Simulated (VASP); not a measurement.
Write the native input for VASP 6.6.1 that does the following.

```
Task                   : single point
Functional             : rev-vdW-DF2
Potentials or basis    : VASP PAW PBE potentials, release 64 (Mo_sv, S)
Cutoff                 : 520 eV
k mesh                 : 8 × 8 × 2
Occupations            : fermi-dirac, width 0.05 eV
Spin                   : no spin polarisation
Further INCAR settings : ALGO = Fast; EDIFF = 1e-06; NBANDS = 35
```

The structure of MoS2 lies in POSCAR:

```
MoS2
1.0
    3.1610000000      0.0000000000      0.0000000000
   -1.5805000000      2.7375063014      0.0000000000
    0.0000000000      0.0000000000     15.9835000000
Mo S
2 4
Direct
    0.3333333333      0.6666666667      0.2500000000
    0.6666666667      0.3333333333      0.7500000000
    0.6666666667      0.3333333333      0.3479134733
    0.6666666667      0.3333333333      0.1520865267
    0.3333333333      0.6666666667      0.8479134733
    0.3333333333      0.6666666667      0.6520865267
```

The cell was built by a generator and needn't be a form met in nature.

The input as run:

INCAR

```
PREC = Accurate
ENCUT = 520
EDIFF = 1E-6
ISMEAR = -1
SIGMA = 0.05
LREAL = False
LASPH = True
NELM = 80
ALGO = Fast
ISIF = 2
LWAVE = False
LCHARG = True
GGA = MK
LUSE_VDW = True
AGGAC = 0.0
PARAM1 = 0.1234
PARAM2 = 0.711357
ZAB_VDW = -1.8867
LELF = True
LVHAR = True
NBANDS = 35
```

KPOINTS

```
regular mesh
0
Gamma
  8 8 2
```

Potentials or basis: VASP PAW PBE potentials, release 64 (Mo_sv, S).

Launch:

```bash
$ cat potpaw_PBE.64/Mo_sv/POTCAR potpaw_PBE.64/S/POTCAR > POTCAR
$ mpirun -np 1 vasp_std > vasp.out
```

Results of the run:

```json
{
  "Pressure": "0.3 GPa",
  "Largest force": "0.137 eV/Å",
  "Band gap on the k mesh": "1.86 eV, indirect (least direct gap 2.05 eV)"
}
```

Caveat: the PAW data sets were made with another functional, which shifts forces and pressure a little.

Wall time 110 s on 1 thread of Intel(R) Xeon(R) 6975P-C (Granite Rapids), on a shared host, peak memory 0.64 GiB.
